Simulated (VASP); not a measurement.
Wanted: the native input for a VASP 6.6.1 run.

| Property | Result |
| --- | --- |
| Task | single point |
| Functional | PBEsol |
| Potentials or basis | VASP PAW PBE potentials, release 64 (Sb, As, Hg) |
| Cutoff | 520 eV |
| k mesh | 4 × 4 × 4 |
| Occupations | gaussian, width 0.05 eV |
| Spin | no spin polarisation |
| Dipole correction | no |
| Further INCAR settings | ALGO = Normal; EDIFF = 1e-06; NBANDS = 31 |

The structure of Hg3SbAs lies in POSCAR:

```
Hg3SbAs
1.0
    5.8437849461      0.0000000000      0.0000000000
    0.0000000000      5.8437849461      0.0000000000
    0.0000000000      0.0000000000      5.8437849461
Sb As Hg
1 1 3
Direct
    0.0000000000      0.0000000000      0.0000000000
    0.5000000000      0.5000000000      0.5000000000
    0.5000000000      0.5000000000      0.0000000000
    0.5000000000      0.0000000000      0.5000000000
    0.0000000000      0.5000000000      0.5000000000
```

The cell comes from a database or a generator and needn't be the stable form of this composition.

One way to write it, as run:

INCAR

```
  ALGO = Normal
  EDIFF = 1E-6
  ENCUT = 520
  GGA = PS
  ISIF = 2
  ISMEAR = 0
  LASPH = True
  LCHARG = False
  LREAL = False
  LWAVE = False
  NBANDS = 31
  NELM = 100
  PREC = Accurate
  SIGMA = 0.05
```

KPOINTS

```
k-points
0
Gamma
  4 4 4
```

Potentials or basis: VASP PAW PBE potentials, release 64 (Sb, As, Hg).

Command:

```sh
$ cat potpaw_PBE.64/Sb/POTCAR potpaw_PBE.64/As/POTCAR potpaw_PBE.64/Hg/POTCAR > POTCAR
$ mpirun -np 1 vasp_std > vasp.out
```

It gave:

```
Pressure               : -5.9 GPa
Band gap on the k mesh : none (metal or under the smearing width)
```

Caveat: the PAW data sets were made with another functional, which shifts forces and pressure a little.

Wall time 61 s on 1 thread of Intel(R) Xeon(R) Platinum 8259CL CPU @ 2.50GHz (Skylake/Cascade Lake), with other jobs on the host, peak memory 0.34 GiB.
